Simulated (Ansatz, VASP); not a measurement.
# BaCu2SnS4: VASP beside Ansatz

Aim: how closely do two programs agree when they are given the same cell, functional and k mesh? The cell is taken from a series of runs on this material, whose earlier steps may have relaxed, scaled, displaced or heated it; both programs get it as it stands.

Program: Ansatz 0.2.0. Level of theory: plane waves, with VASP 6.6.1 beside it; single point at PBEsol. Results are calculated unless marked as measured.

## Step 1: Set-up

It takes space group P3_121 (No. 152, trigonal). Conventional cell: a = 6.323 Å, b = 6.323 Å, c = 15.540 Å, α = 90.00°, β = 90.00°, γ = 120.00°. Nearest to Ba lie 8 S at 3.17 to 3.28 Å. Nearest to Sn lie 4 S at 2.43 to 2.44 Å. Nearest to Cu lie 4 S at 2.28 to 2.33 Å. S has 2 Cu at 2.29 to 2.33 Å and 1 Sn at 2.43 Å and 2 Ba at 3.20 to 3.28 Å nearest. Nearest to S lie 2 Cu at 2.28 to 2.32 Å and 1 Sn at 2.44 Å and 2 Ba at 3.17 Å. Farther neighbours and most contacts between anions are not listed.

## Step 2: Ansatz: single point, PBEsol

Ansatz runs on its PAW soft_1 files.

A single point gives forces, pressure and levels at one fixed geometry, so differences don't come from the geometry; what else differs is listed under the comparison.

Contents of input.yaml:

```yaml
crystal:
  lattice:
    - [6.3233532517, 0.0, 0.0]
    - [-3.1616766258, 5.4761845531, 0.0]
    - [0.0, 0.0, 15.5396575902]
  atoms:
    - { symbol: Ba, position: [0.5701790465, 0.0, 0.8333333333] }
    - { symbol: Ba, position: [0.0, 0.5701790465, 0.1666666667] }
    - { symbol: Ba, position: [0.4298209535, 0.4298209535, 0.5] }
    - { symbol: Sn, position: [0.2961825466, 0.2961825466, 0.0] }
    - { symbol: Sn, position: [0.0, 0.7038174534, 0.6666666667] }
    - { symbol: Sn, position: [0.7038174534, 0.0, 0.3333333333] }
    - { symbol: Cu, position: [0.6279317821, 0.0632425635, 0.5880207186] }
    - { symbol: Cu, position: [0.5646892186, 0.9367574365, 0.0786459481] }
    - { symbol: Cu, position: [0.0632425635, 0.6279317821, 0.4119792814] }
    - { symbol: Cu, position: [0.4353107814, 0.3720682179, 0.2546873852] }
    - { symbol: Cu, position: [0.9367574365, 0.5646892186, 0.9213540519] }
    - { symbol: Cu, position: [0.3720682179, 0.4353107814, 0.7453126148] }
    - { symbol: S, position: [0.5638656988, 0.5037144557, 0.8789209681] }
    - { symbol: S, position: [0.5037144557, 0.5638656988, 0.1210790319] }
    - { symbol: S, position: [0.4361343012, 0.9398487569, 0.4544123652] }
    - { symbol: S, position: [0.0601512431, 0.4962855443, 0.7877456985] }
    - { symbol: S, position: [0.4962855443, 0.0601512431, 0.2122543015] }
    - { symbol: S, position: [0.9398487569, 0.4361343012, 0.5455876348] }
    - { symbol: S, position: [0.6497926053, 0.7665978091, 0.6643480317] }
    - { symbol: S, position: [0.2334021909, 0.8831947962, 0.997681365] }
    - { symbol: S, position: [0.1168052038, 0.3502073947, 0.3310146984] }
    - { symbol: S, position: [0.3502073947, 0.1168052038, 0.6689853016] }
    - { symbol: S, position: [0.8831947962, 0.2334021909, 0.002318635] }
    - { symbol: S, position: [0.7665978091, 0.6497926053, 0.3356519683] }
kpoints:
  mp_grid: { grid: [4, 4, 2] }
scf:
  occupations: { method: fixed }
  n_extra_bands: 28
hamiltonian:
  xc: pbesol
  pseudopotentials: { kind: paw, azcp: { folder: soft_1 }, xc_functional: pbe }
output:
  optics:
    e_range: [0, 6]
    de: 0.025
    sigma: 0.1
    nscf_kmesh: { grid: [6, 6, 2] }
    kdotp_interpolation: "on"
    bands: scf
```

Run with:

```
$ ansatz run input.yaml --threads 8 --pin off --max-ram 24576MiB --backend cpu --events-out ev --progress --plain --runs-dir out
```

Numbers of over 12 decimals in the logs are rounded to 6 here.

Log:

```text
scf.n_extra_bands = 28 over 129 filled bands (N_el = 258.0): the run solves 157 bands
Engine: ansatz 0.2.0, aarch64-unknown-linux-gnu
Pseudopotentials: kind: paw
Pseudopotential: Ba, paw, valence charge 10, recommended cutoff 420 eV (normal), soft_1/Ba.paw.azcp
Pseudopotential: Sn, paw, valence charge 14, recommended cutoff 420 eV (normal), soft_1/Sn.paw.azcp
Pseudopotential: Cu, paw, valence charge 19, recommended cutoff 420 eV (normal), soft_1/Cu.paw.azcp
Pseudopotential: S, paw, valence charge 6, recommended cutoff 420 eV (normal), soft_1/S.paw.azcp
Functional definition: PBEsol
  exchange = pbesol_x
  correlation = pbesol_c
Crystal: 24 atoms, lattice volume = 538.105 Å³
Basis set: ecut = 420 eV, 10467 PW (Γ)
Bands: 157, of which v1, the nominal top of the filled ones, is band 129 counted from 1 (128 counted from 0)
Symmetry: 6 space group operations
Space group: P3121 (ITA 152), of the structure as read, at distance tolerance 8.1e-5 Å
k-points: 8 of 32 (time reversal used)
Non-local potential: Ba, projectors of the file, l = 0: 3, l = 1: 2, l = 2: 2, l = 3: 2
Non-local potential: Sn, projectors of the file, l = 0: 2, l = 1: 2, l = 2: 2, l = 3: 1
Non-local potential: Cu, projectors of the file, l = 0: 3, l = 1: 2, l = 2: 3, l = 3: 1
Non-local potential: S, projectors of the file, l = 0: 2, l = 1: 2, l = 2: 1
PAW form: soft (Blöchl's): semilocal exchange-correlation on the pseudo side does not see the compensation charge
PAW frozen core: Ba, regenerated for the run's functional, and the local potential with it (the file was generated under x = pbe(κ = 0.804, μ = 0.219515), c = pbe(β = 0.066725))
PAW frozen core: Sn, regenerated for the run's functional, and the local potential with it (the file was generated under x = pbe(κ = 0.804, μ = 0.219515), c = pbe(β = 0.066725))
PAW frozen core: Cu, regenerated for the run's functional, and the local potential with it (the file was generated under x = pbe(κ = 0.804, μ = 0.219515), c = pbe(β = 0.066725))
PAW frozen core: S, regenerated for the run's functional, and the local potential with it (the file was generated under x = pbe(κ = 0.804, μ = 0.219515), c = pbe(β = 0.066725))
PAW one-centre angular grid: Ba, 194 points (default); XC on 64 Gauss nodes
PAW one-centre angular grid: Sn, 590 points (default); XC on 64 Gauss nodes
PAW one-centre angular grid: Cu, 590 points (default); XC on 64 Gauss nodes
PAW one-centre angular grid: S, 110 points (default); XC on 64 Gauss nodes
Initial density: superposition of atomic densities (chi_scale 0.1, normalization cell, long waves kept (reshape's long-wave potential 0.00 eV rms))
Initial wavefunctions: pseudopotential atomic-orbital guess
Functional: x = pbesol(κ = 0.804, μ = 0.123457), c = pbesol(β = 0.046)
SCF iter   1: F=—  HF=-85618.847924 eV  |F-HF|=—  |Δ(HF+E_count)|=         —  Δρ=1.01e-1  dr2=5.11e1  ethr=3.10e-3  ⟨swp⟩=5.4  Hψ=4690  notcnv=0  defer=202
preconditioner: auto → Resta (q_TF=auto, 2.414 Å⁻¹)  ε∞=5.6  [insulator: Δε(μ)=0.000 eV  Ē_g=10.633 eV  n_scr=136 (ndim 8)  ℏωp=22.9 eV  f_vac=0.020  ε∞_Penn≈5.6]
SCF iter   2: F=—  HF=-85619.842221 eV  |F-HF|=—  |Δ(HF+E_count)|=   9.94e-1  Δρ=9.60e-2  dr2=3.28e1  ethr=3.10e-3  ⟨swp⟩=3.9  Hψ=3064  notcnv=0  defer=200
SCF iter   3: F=—  HF=-85611.092523 eV  |F-HF|=—  |Δ(HF+E_count)|=    8.75e0  Δρ=1.77e-2  dr2=4.24e0  ethr=3.10e-3  ⟨swp⟩=3.0  Hψ=2738  notcnv=0  defer=186
SCF iter   4: F=—  HF=-85609.846833 eV  |F-HF|=—  |Δ(HF+E_count)|=    1.25e0  Δρ=1.00e-2  dr2=9.90e-1  ethr=1.64e-3  ⟨swp⟩=2.0  Hψ=1468  notcnv=0  defer=205
SCF iter   5: F=—  HF=-85609.568560 eV  |F-HF|=—  |Δ(HF+E_count)|=   2.78e-1  Δρ=4.86e-3  dr2=1.05e-1  ethr=3.84e-4  ⟨swp⟩=2.9  Hψ=1734  notcnv=0  defer=207
SCF iter   6: F=—  HF=-85609.567898 eV  |F-HF|=—  |Δ(HF+E_count)|=   6.61e-4  Δρ=6.97e-4  dr2=5.27e-3  ethr=4.06e-5  ⟨swp⟩=2.0  Hψ=1709  notcnv=0  defer=207
SCF iter   7: F=—  HF=-85609.569661 eV  |F-HF|=—  |Δ(HF+E_count)|=   1.76e-3  Δρ=5.70e-4  dr2=1.60e-3  ethr=2.04e-6  ⟨swp⟩=2.0  Hψ=1907  notcnv=0  defer=207
SCF iter   8: F=—  HF=-85609.570793 eV  |F-HF|=—  |Δ(HF+E_count)|=   1.13e-3  Δρ=2.72e-4  dr2=4.94e-4  ethr=6.19e-7  ⟨swp⟩=2.0  Hψ=1669  notcnv=0  defer=206
SCF iter   9: F=—  HF=-85609.570934 eV  |F-HF|=—  |Δ(HF+E_count)|=   1.41e-4  Δρ=1.05e-4  dr2=7.26e-5  ethr=1.92e-7  ⟨swp⟩=2.0  Hψ=1627  notcnv=0  defer=202
SCF iter  10: F=—  HF=-85609.570954 eV  |F-HF|=—  |Δ(HF+E_count)|=   2.05e-5  Δρ=3.42e-5  dr2=6.44e-6  ethr=2.81e-8  ⟨swp⟩=2.0  Hψ=1685  notcnv=0  defer=198
SCF iter  11: F=—  HF=-85609.570954 eV  |F-HF|=—  |Δ(HF+E_count)|=   4.76e-7  Δρ=1.86e-5  dr2=1.54e-6  ethr=2.50e-9  ⟨swp⟩=2.0  Hψ=1774  notcnv=0  defer=193
SCF iter  12: F=—  HF=-85609.570954 eV  |F-HF|=—  |Δ(HF+E_count)|=   6.30e-7  Δρ=2.24e-5  dr2=1.80e-6  ethr=5.96e-10  ⟨swp⟩=2.0  Hψ=2106  notcnv=0  defer=193
SCF iter  13: F=—  HF=-85609.570954 eV  |F-HF|=—  |Δ(HF+E_count)|=   2.33e-7  Δρ=7.58e-6  dr2=2.21e-7  ethr=5.96e-10  ⟨swp⟩=2.0  Hψ=1459  notcnv=0  defer=194
SCF iter  14: F=—  HF=-85609.570954 eV  |F-HF|=—  |Δ(HF+E_count)|=   5.08e-9  Δρ=2.30e-6  dr2=2.07e-8  ethr=8.57e-11  ⟨swp⟩=2.0  Hψ=1351  notcnv=0  defer=194
SCF iter  15: F=—  HF=-85609.570954 eV  |F-HF|=—  |Δ(HF+E_count)|=  2.76e-10  Δρ=2.77e-7  dr2=3.93e-10  ethr=8.01e-12  ⟨swp⟩=2.0  Hψ=1580  notcnv=0  defer=194
SCF iter  16: F=—  HF=-85609.570954 eV  |F-HF|=—  |Δ(HF+E_count)|=  1.02e-10  Δρ=6.92e-8  dr2=3.94e-11  ethr=1.00e-12  ⟨swp⟩=1.9  Hψ=1095  notcnv=0  defer=194
SCF iter  17: F=-85609.570954 eV  HF=-85609.570954 eV  |F-HF|=2.91e-11  |Δ(HF+E_count)|=    0.00e0  Δρ=2.16e-8  dr2=2.90e-12  ethr=1.00e-12  ⟨swp⟩=15.9  Hψ=7676  notcnv=0
SCF 1 converged in 17 iterations: F = -85609.570954 eV  dr2 = 2.90e-12
  greatest PAW one-centre occupation: 1.000 electrons in one spin orbital (limit 2), on the Cu atom at site 11 (counted from 0), in its partial waves of l = 0
NSCF: frozen V_eff on 14 k-points
SCF converged after 17 iterations
Free energy (F): -85609.570954 eV
Harris-Foulkes:  -85609.570954 eV  (|F-HF|=2.91e-11)
Internal energy: -85609.570954 eV  (E = F + TS)
E sigma→0 (E₀):  -85609.570954 eV
Fermi energy:    8.225896 eV
--- Per-component energies (eV) ---
  E_band       = -3456.612135
  E_kinetic    = 3825.440727
  E_local      = -45962.056778  (includes V_loc(G=0)·N_el)
  E_nonlocal   = 6522.511084
  E_hartree    = 19999.638290
  E_xc         = -2431.538638
  E_vxc        = -2150.785893  (∫ρ·V_xc dr)
  E_paw        = -46020.372651  (= ΣΔE_a)
  E_vpaw       = -5691.004407  (= ΣTr[D̂ρ^β])
  E_aug_tail   = 0.006836  (compensation charges beyond the density's cutoff)
  E_ewald      = -21546.489264
  E_core_change = 3.289440  (= ΣΔE_core)
  E_smearing   = -0.000000  (= −TS)
  E_closure    = 0.000000  (closes the sum)
  Σ components = -85609.570954   (vs F -85609.570954, Δ=0.00e0)
--- Band table (eV; the first three rows and the last of 8) ---
  k-point 0: bands = [... 125 lower, 7.7981, 8.0148, 8.2259, 8.2259, 8.6342, 9.5994, 9.5994, 10.0968, ... 24 higher]
  k-point 1: bands = [... 125 lower, 8.0586, 8.0586, 8.0950, 8.1732, 9.2029, 9.2029, 9.6961, 9.9784, ... 24 higher]
  k-point 2: bands = [... 125 lower, 7.7356, 7.7479, 7.8781, 8.0149, 9.4026, 9.5498, 9.5869, 10.3971, ... 24 higher]
  k-point 7: bands = [... 125 lower, 7.5627, 7.6628, 7.7665, 7.8588, 9.3588, 9.4212, 9.7288, 10.4385, ... 24 higher]
```

[end of part 1 of 2]

[Lines on the potential files, build, host, timing and source positions are cut from VASP's logs without a mark.]

[Logs are printed without paths, hosts, clocks, repeated set-up lines and the standing remarks that a program may print on its own settings, such as how far it seeks lower states.]

[Hosts, paths, dates, database ids (printed as entryN), source tags and the programs' standing remarks are cut or masked in the printed files.]
